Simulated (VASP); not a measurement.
Method: PBE GGA with D3 dispersion (Becke-Johnson damping), VASP's PBE PAW potentials (set 64) (plane waves; VASP 6.6.1).

Input for VASP

### POSCAR
```
NiSb
1
    1.9183310499    -3.3226470023     0.0000000000
    1.9183310499     3.3226470023     0.0000000000
    0.0000000000     0.0000000000     5.0009496161
Ni Sb
2 2
Direct
  0.0000000000   0.0000000000   0.5000000000
  0.0000000000   0.0000000000   0.0000000000
  0.3333330000   0.6666670000   0.2500000000
  0.6666670000   0.3333330000   0.7500000000
```

INCAR:
```
NELM=100
LWAVE=.FALSE.
LMAXMIX=4   ! l cut-off of mixed one-centre charges
ALGO=Normal   ! blocked Davidson
SYSTEM=NiSb
NSW=30   ! most ionic steps
EDIFF=1E-7
LREAL=.FALSE.   ! projection in real space or not
IVDW=12   ! D3, Becke-Johnson
GGA=PE   ! PBE
SIGMA=0.1
LASPH=.TRUE.   ! aspherical one-centre terms
LCHARG=.FALSE.
EDIFFG=-0.01   ! ionic stop
ENCUT=520   ! plane-wave cut-off (eV)
ISIF=4   ! ions and shape, fixed volume
ISMEAR=1
IBRION=2
PREC=Accurate
```

### KPOINTS
```
Automatic mesh
0
Gamma
9 9 6
0 0 0
```

POTCAR, in this order: Ni Sb (PBE.64 set). Program: vasp_std.

The run wrote:

OUTCAR:
```
 ion  position               nearest neighbor table
   1  0.000  0.000  0.500-   2 2.50   2 2.50   4 2.54   3 2.54   4 2.54   3 2.54   4 2.54   3 2.54
  LATTYP: Found a hexagonal cell.
 ALAT       =     3.8366622368
 C/A-ratio  =     1.3034636117
 Subroutine PRICEL returns:
 Original cell was already a primitive cell.
 Subroutine GETGRP returns: Found 24 space group operations
The static configuration has the point symmetry D_3d.
 The point group associated with its full space group is D_6h.
The dynamic configuration has the point symmetry D_3d.
 Subroutine INISYM returns: Found 24 space group operations
 Subroutine IBZKPT returns following result:
 Found     48 irreducible k-points:

 Following reciprocal coordinates:
            Coordinates               Weight
  0.000000  0.000000  0.000000      1.000000
  0.111111  0.000000  0.000000      6.000000
  0.222222  0.000000  0.000000      6.000000
  0.333333  0.000000  0.000000      6.000000
  0.444444  0.000000  0.000000      6.000000
  0.111111  0.111111  0.000000      6.000000
  0.222222  0.111111  0.000000     12.000000
  0.333333  0.111111  0.000000     12.000000
  0.444444  0.111111  0.000000      6.000000
  0.222222  0.222222  0.000000      6.000000
  0.333333  0.222222  0.000000     12.000000
  0.333333  0.333333  0.000000      2.000000
  0.000000  0.000000  0.166667      2.000000
  0.111111  0.000000  0.166667     12.000000
  0.222222  0.000000  0.166667     12.000000
  0.333333  0.000000  0.166667     12.000000
  0.444444  0.000000  0.166667     12.000000
  0.111111  0.111111  0.166667     12.000000
  0.222222  0.111111  0.166667     24.000000
  0.333333  0.111111  0.166667     24.000000
  0.444444  0.111111  0.166667     12.000000
  0.222222  0.222222  0.166667     12.000000
  0.333333  0.222222  0.166667     24.000000
  0.333333  0.333333  0.166667      4.000000
  0.000000  0.000000  0.333333      2.000000
  0.111111  0.000000  0.333333     12.000000
  0.222222  0.000000  0.333333     12.000000
  0.333333  0.000000  0.333333     12.000000
  0.444444  0.000000  0.333333     12.000000
  0.111111  0.111111  0.333333     12.000000
  0.222222  0.111111  0.333333     24.000000
  0.333333  0.111111  0.333333     24.000000
  0.444444  0.111111  0.333333     12.000000
  0.222222  0.222222  0.333333     12.000000
  0.333333  0.222222  0.333333     24.000000
  0.333333  0.333333  0.333333      4.000000
  0.000000  0.000000  0.500000      1.000000
  0.111111  0.000000  0.500000      6.000000
  0.222222  0.000000  0.500000      6.000000
  0.333333  0.000000  0.500000      6.000000
   k-points           NKPTS =     48   k-points in BZ     NKDIM =     48   number of bands    NBANDS=     19
   number of dos      NEDOS =    301   number of ions     NIONS =      4
   total plane-waves  NPLWV =  36000
   dimension x,y,z NGX =    30 NGY =   30 NGZ =   40
   dimension x,y,z NGXF=    60 NGYF=   60 NGZF=   80
   ions per type =               2   2
   PREC   = accura    normal or accurate (medium, high low for compatibility)
   ISTART =      0    job   : 0-new  1-cont  2-samecut
   ICHARG =      2    charge: 1-file 2-atom 10-const
   ISPIN  =      1    spin polarized calculation?
   LNONCOLLINEAR =      F non collinear calculations
   LSORBIT =      F    spin-orbit coupling
   INIWAV =      1    electr: 0-lowe 1-rand  2-diag
   ENCUT  =  520.0 eV  38.22 Ry    6.18 a.u.   7.13  7.13  9.30*2*pi/ulx,y,z
   NELM   =    100;   NELMIN=  2; NELMDL= -5     # of ELM steps
   EDIFF  = 0.1E-06   stopping-criterion for ELM
   LREAL  =      F    real-space projection
   NLSPLINE    = F    spline interpolate recip. space projectors
...
```

### OSZICAR
```
       N       E                     dE             d eps       ncg     rms          rms(c)
DAV:   1     0.173692470179E+03    0.17369E+03   -0.12744E+04  1824   0.165E+03
DAV:   2    -0.119905280909E+02   -0.18568E+03   -0.18105E+03  1857   0.328E+02
DAV:   3    -0.211939495591E+02   -0.92034E+01   -0.89299E+01  2107   0.910E+01
DAV:   4    -0.214346879740E+02   -0.24074E+00   -0.23963E+00  1976   0.139E+01
DAV:   5    -0.214427048802E+02   -0.80169E-02   -0.80131E-02  2240   0.263E+00    0.138E+01
DAV:   6    -0.232636172252E+02   -0.18209E+01   -0.30496E+01  2002   0.103E+02    0.153E+01
DAV:   7    -0.200571210537E+02    0.32065E+01   -0.11798E+01  1982   0.733E+01    0.437E+00
DAV:   8    -0.201014012818E+02   -0.44280E-01   -0.12097E+00  2398   0.887E+00    0.251E+00
DAV:   9    -0.200410714340E+02    0.60330E-01   -0.23455E-01  2024   0.882E+00    0.606E-01
DAV:  10    -0.200417711783E+02   -0.69974E-03   -0.88396E-03  1925   0.856E-01    0.428E-01
DAV:  11    -0.200413860943E+02    0.38508E-03   -0.53237E-04  2590   0.217E-01    0.119E-01
DAV:  12    -0.200412680790E+02    0.11802E-03   -0.40187E-04  2586   0.335E-01    0.250E-02
DAV:  13    -0.200412699321E+02   -0.18531E-05   -0.50502E-05  2259   0.641E-02    0.245E-02
DAV:  14    -0.200412692285E+02    0.70362E-06   -0.11940E-06  2096   0.126E-02    0.896E-03
DAV:  15    -0.200412691768E+02    0.51672E-07   -0.18989E-07  1187   0.565E-03
   1 F= -.22334329E+02 E0= -.22334498E+02  d E =-.223343E+02
       N       E                     dE             d eps       ncg     rms          rms(c)
DAV:   1    -0.200415374065E+02   -0.26818E-03   -0.41850E-03  1923   0.529E-01    0.779E-02
DAV:   2    -0.200414595811E+02    0.77825E-04   -0.20635E-04  2431   0.262E-01    0.541E-02
DAV:   3    -0.200414401176E+02    0.19464E-04   -0.21498E-04  1999   0.290E-01    0.428E-02
DAV:   4    -0.200414101212E+02    0.29996E-04   -0.67368E-05  2365   0.152E-01    0.456E-03
DAV:   5    -0.200414105737E+02   -0.45248E-06   -0.71334E-06  1945   0.327E-02    0.300E-03
DAV:   6    -0.200414105101E+02    0.63545E-07   -0.19074E-07  1346   0.644E-03
   2 F= -.22334380E+02 E0= -.22334535E+02  d E =-.503492E-04
```

**OUTCAR**
```
------------------------ aborting loop because EDIFF is reached ----------------------------------------
 Edisp (eV)   -2.29297
  FORCE on cell =-STRESS in cart. coord.  units (eV):
  Direction    XX          YY          ZZ          XY          YZ          ZX
  --------------------------------------------------------------------------------------
  Total       3.47859     3.47859     3.44886     0.00000     0.00000    -0.00000
  in kB      87.42267    87.42268    86.67546     0.00000     0.00000    -0.00000
  external pressure =       87.17 kB  Pullay stress =        0.00 kB
  volume of cell :       63.75
      direct lattice vectors                 reciprocal lattice vectors
     1.919088665 -3.323959244 -0.000000000     0.260540333 -0.150423024  0.000000000
     1.919088665  3.323959244  0.000000000     0.260540333  0.150423024  0.000000000
    -0.000000000  0.000000000  4.997001837     0.000000000 -0.000000000  0.200119998
 POSITION                                       TOTAL-FORCE (eV/Angst)
 -----------------------------------------------------------------------------------
      1.91909     -3.32396      2.49850        -0.000000     -0.000000     -0.000000
      1.91909     -3.32396      4.99700        -0.000000     -0.000000     -0.000000
      1.91909      1.10799      1.24925        -0.000000     -0.000000      0.000000
      1.91909     -1.10799      3.74775         0.000000      0.000000     -0.000000
 -----------------------------------------------------------------------------------
    total drift:                                0.000000     -0.000000     -0.000000
  FREE ENERGIE OF THE ION-ELECTRON SYSTEM (eV)
  ---------------------------------------------------
  free  energy   TOTEN  =       -22.3343795838 eV

  energy  without entropy=      -22.3348454658  energy(sigma->0) =      -22.33453488

 reached required accuracy - stopping structural energy minimisation
```
(Selected blocks of OUTCAR.)

### CONTCAR
```
NiSb
   1.00000000000000
     1.9190886654288402   -3.3239592444177535   -0.0000000000000000
     1.9190886654288402    3.3239592444177535    0.0000000000000000
    -0.0000000000000000    0.0000000000000000    4.9970018374341487
  Ni              Sb
     2     2
Direct
     1.0000000000000000    0.0000000000000000    0.5000000000000000
     1.0000000000000000    0.0000000000000000    1.0000000000000000
     0.3333330000000032    0.6666669999999968    0.2500000000000000
     0.6666669999999968    0.3333330000000032    0.7500000000000000
```

The compound is NiSb in the NiAs type structure. This cell is one point of a volume scan, at 0.94 of the reference volume. Symmetry was kept, so distortions that lower it aren't found. The run is not spin-polarised, so no magnetic state was tried.
